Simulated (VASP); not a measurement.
Input:

```xyz
2
Lattice="0.0000 2.7219 2.7219 2.7219 0.0000 2.7219 2.7219 2.7219 0.0000" Properties=species:S:1:pos:R:3 pbc="T T T"
Cu     0.0000     0.0000     0.0000
Cl     1.3609     1.3609     1.3609
```

Level of theory: PBE GGA with D3 dispersion (Becke-Johnson damping), VASP's PBE PAW potentials (set 64) (plane waves; VASP). Numerical set-up: 520 eV cut-off, 9×9×9 Γ-centred mesh, Gaussian smearing of 0.050 eV, potentials Cu Cl.

Estimate the energy per atom (σ→0), pressure, band gap (on the k-mesh) with the smallest direct gap where there is one.

```json
{
  "band gap (on the k-mesh)": "0.51 eV",
  "smallest direct gap (on the k-mesh)": "0.51 eV",
  "energy per atom (σ→0)": "-332.4 kJ/mol of atoms",
  "pressure": "-2.80 GPa"
}
```

The absolute energy has meaning only against runs of the same code, potentials and settings.

The compound is CuCl in the zinc blende structure. This cell is one point of a volume scan, at 1.06 of the reference volume.
